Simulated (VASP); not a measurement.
Data:

```
GdSmSe2
1.0
    2.05206     1.18476     6.59935
   -2.05206     1.18476     6.59935
    0.00000    -2.36951     6.59935
Sm Gd Se
1 1 2
Direct
  0.50000   0.50000   0.50000
  0.00000   0.00000   0.00000
  0.25177   0.25177   0.25177
  0.74823   0.74823   0.74823
```

Method: PBEsol GGA, VASP's PBE PAW potentials (set 64) (plane waves; VASP 6.6.1). Numerical set-up: 400 eV cut-off, Gaussian smearing of 0.050 eV, potentials Sm_3 Gd_3 Se.

The 4f electrons are frozen in the core of the lanthanide potential, so 4f levels, which can set the real gap, and their magnetism are missing.

Give the energies of bands 10 to 19 at the high-symmetry points, in eV from the Fermi level.

| band | Γ | T | H2 | L | S0 | F |
|---|---|---|---|---|---|---|
| 10 | -6.74 | -5.31 | -5.72 | -5.75 | -5.79 | -6.76 |
| 11 | -5.01 | -5.17 | -5.67 | -5.68 | -5.59 | -4.96 |
| 12 | -5.01 | -4.29 | -4.86 | -4.80 | -4.83 | -4.94 |
| 13 | -2.92 | -4.29 | -4.74 | -4.66 | -4.72 | -4.88 |
| 14 | -2.92 | -4.18 | -4.54 | -4.39 | -4.62 | -3.62 |
| 15 | -2.85 | -4.18 | -4.49 | -4.36 | -4.47 | -3.55 |
| 16 | -0.35 | 0.14 | 0.10 | -0.46 | 0.02 | -2.31 |
| 17 | -0.35 | 0.25 | 0.22 | -0.37 | 0.91 | 1.81 |
| 18 | -0.20 | 0.73 | 1.93 | 2.67 | 1.04 | 2.05 |
| 19 | 0.58 | 0.73 | 1.96 | 2.77 | 2.49 | 2.34 |

It has no gap at this level: it comes out as a metal or semimetal.

The structure comes from a computed database's SmGdSe2 entry (R-3m); how it stands against other phases isn't given here. It was relaxed first.
